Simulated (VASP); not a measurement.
OSZICAR of a VASP run on NiAl (CsCl type):

File OSZICAR:
```
       N       E                     dE             d eps       ncg     rms          rms(c)
DAV:   1     0.406975639608E+02    0.40698E+02   -0.57516E+03  1688   0.137E+03
DAV:   2    -0.106554918941E+02   -0.51353E+02   -0.48618E+02  1686   0.207E+02
DAV:   3    -0.119389258937E+02   -0.12834E+01   -0.12724E+01  2070   0.427E+01
DAV:   4    -0.119583298623E+02   -0.19404E-01   -0.19392E-01  1966   0.465E+00
DAV:   5    -0.119589130454E+02   -0.58318E-03   -0.58316E-03  1932   0.848E-01    0.118E+01
DAV:   6    -0.138277982059E+02   -0.18689E+01   -0.57995E+01  1882   0.131E+02    0.156E+01
DAV:   7    -0.105626622111E+02    0.32651E+01   -0.16577E+01  1860   0.783E+01    0.106E+00
DAV:   8    -0.105565736152E+02    0.60886E-02   -0.40917E-01  2058   0.803E+00    0.995E-01
DAV:   9    -0.105430185021E+02    0.13555E-01   -0.52888E-02  1964   0.375E+00    0.177E-01
DAV:  10    -0.105426784397E+02    0.34006E-03   -0.11936E-03  1930   0.507E-01    0.793E-02
DAV:  11    -0.105426711434E+02    0.72963E-05   -0.49326E-05  2390   0.898E-02    0.245E-02
DAV:  12    -0.105426695044E+02    0.16389E-05   -0.19688E-06  2028   0.253E-02    0.319E-03
DAV:  13    -0.105426690083E+02    0.49613E-06   -0.22373E-07  1052   0.572E-03    0.151E-03
DAV:  14    -0.105426690049E+02    0.34206E-08   -0.74846E-08   866   0.254E-03
   1 F= -.11183013E+02 E0= -.11183109E+02  d E =0.290165E-03
```

### Question
Which electronic solver shows in the log?

### Answer
It is blocked Davidson (ALGO = Normal, or the opening steps of other solvers). The INCAR had ALGO = Normal.

### Question
How was spin treated?

### Answer
Without spin polarisation: there is no mag entry.

### Question
Can the final energy be trusted as converged?

### Answer
Self-consistency was reached. It stopped with EDIFF = 1E-7, NELM = 100 (PBE GGA with D3 dispersion (zero damping), plane waves, VASP's PBE PAW potentials (set 64)).

The compound is NiAl in the CsCl type structure. This cell is one point of a volume scan, at 1.03 of the reference volume. The run is not spin-polarised, so no magnetic state was tried. The electron count is odd and the run is not spin-polarised, which forces a metal.
